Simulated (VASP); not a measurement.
Calculation: PBEsol GGA, VASP's PBE PAW potentials (set 64) (plane waves; VASP 6.6.1).

Gaps are without spin-orbit coupling.

```json
{
  "volume_per_atom": "23.98 Å³/atom",
  "band gap (over mesh and band path)": "0.43 eV",
  "smallest direct gap (over mesh and band path)": "0.74 eV"
}
```

Question: Which relaxed crystal gives these values?
A. BN, F-43m (216)
B. Li2HfN2, P-3m1 (164)
C. SnGeSe2, Pmc2_1 (26)
D. Cs2AgBiBr6, Fm-3m (225)

Answer: C, SnGeSe2, Pmc2_1 (26)
